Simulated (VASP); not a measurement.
Runs of VASP 6.6.1 on CsH4. Symmetry: P6/mmm, No. 191, hexagonal system. Conventional cell: a = 3.588 Å, b = 3.588 Å, c = 5.004 Å, α = 90.00°, β = 90.00°, γ = 120.00°. Cs (site symmetry 6/mmm) is surrounded by 2 H at 2.50 Å. H (site symmetry mmm) is surrounded by 6 H at 1.79 Å. H (site symmetry 6/mmm) is surrounded by 6 H at 1.79 Å. The cell was built by a generator and needn't be a form met in nature.

```tsv
task	level	potentials or basis	cell	cutoff (eV)	smearing	gap on the mesh (eV)	pressure (GPa)	relaxed volume (Å³/atom)
single point	BLYP+D3	VASP PAW PBE potentials, release 64 (Cs_sv, H_s)	atoms moved at random, drawn with an rms of 0.05 Å	400	fermi-dirac 0.1 eV	none	0.5	-
single point	PBE	VASP PAW PBE potentials, release 64 (Cs_sv, H)	as given	520	fermi-dirac 0.05 eV	none	0.2	-
relaxation of cell and atoms	LDA	VASP PAW LDA potentials, release 64 (Cs_sv, H)	relaxed	600	gaussian 0.05 eV	none	0.0	10.18
relaxation of cell and atoms	PBE	VASP PAW PBE potentials, release 64 (Cs_sv, H)	relaxed	600	gaussian 0.05 eV	none	0.0	(a)
```

Alike in all rows: no spin polarisation; k mesh 9 × 9 × 6.

Task: Fill in the values left out.

Result: (a) 11.23.

Caveats: the PAW data sets were made with another functional, which shifts forces and pressure a little (some runs); pairwise dispersion overbinds metals, which lowers pressure and volume (some runs).

A k mesh can miss the band edges, and the runs leave out spin-orbit coupling on Cs.

A gap of «none» marks a metal or a gap under the smearing width.
